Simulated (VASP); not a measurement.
PbI2 (space group P6_3mc): computed properties

Calculation: LDA (Ceperley-Alder, Perdew-Zunger), VASP's LDA PAW potentials (set 64) (plane waves; VASP).

space group: P6_3mc (186)
cell: a = b = 4.456 Å, c = 13.726 Å, α = β = 90.00°, γ = 120.00°
volume per atom: 39.35 Å³/atom
band gap (over mesh and band path): 1.93 eV
smallest direct gap (over mesh and band path): 1.93 eV
band-edge character: direct, Γ to Γ
density: 6.49 g/cm³
optical Γ-point spectrum: 16 (×2), 31, 67 (×2), 70 (×2), 77 (×2), 80 (×2), 92, 97, 117, 129 cm⁻¹

```cif
data_I4Pb2
_chemical_formula_sum 'Pb2 I4'
_space_group_name_H-M_alt 'P 1'
_space_group_IT_number 1
_cell_length_a 4.45649
_cell_length_b 4.45649
_cell_length_c 13.72598
_cell_angle_alpha 90.000
_cell_angle_beta 90.000
_cell_angle_gamma 120.000
loop_
_space_group_symop_operation_xyz
  'x, y, z'
loop_
_atom_site_label
_atom_site_type_symbol
_atom_site_fract_x
_atom_site_fract_y
_atom_site_fract_z
_atom_site_occupancy
Pb1 Pb 0.66667 0.33333 0.50005 1
Pb2 Pb 0.33333 0.66667 0.00005 1
I1 I 0.66667 0.33333 0.86341 1
I2 I 0.33333 0.66667 0.36341 1
I3 I 0.00000 0.00000 0.13654 1
I4 I 0.00000 0.00000 0.63654 1
```

Unless said otherwise, spin-orbit coupling is left out, though it shifts the bands of the heavy elements here.

The structure comes from a computed database's PbI2 entry (P6_3mc); how it stands against other phases isn't given here. It was relaxed first, which changed the volume by -12 %. Symmetry was kept, so distortions that lower it aren't found.
